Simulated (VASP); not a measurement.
```
YN
1.0
    0.00000     2.47412     2.47412
    2.47412     0.00000     2.47412
    2.47412     2.47412     0.00000
Y N
1 1
Direct
  0.00000   0.00000   0.00000
  0.50000   0.50000   0.50000
```

All values below come from TPSS meta-GGA, VASP's PBE PAW potentials (set 64) (plane waves; VASP). Run with 520 eV cut-off, 9×9×9 Γ-centred mesh, Gaussian smearing of 0.050 eV, potentials Y_sv N.

### Question
Give the stress tensor in GPa (positive for a compressed cell).

### Answer

```
-4.59   0.00   0.00
 0.00  -4.59   0.00
 0.00   0.00  -4.59
```
The pressure is its mean diagonal, -4.59 GPa.

The compound is YN in the rock salt structure. This cell is one point of a volume scan, at 1.03 of the reference volume.
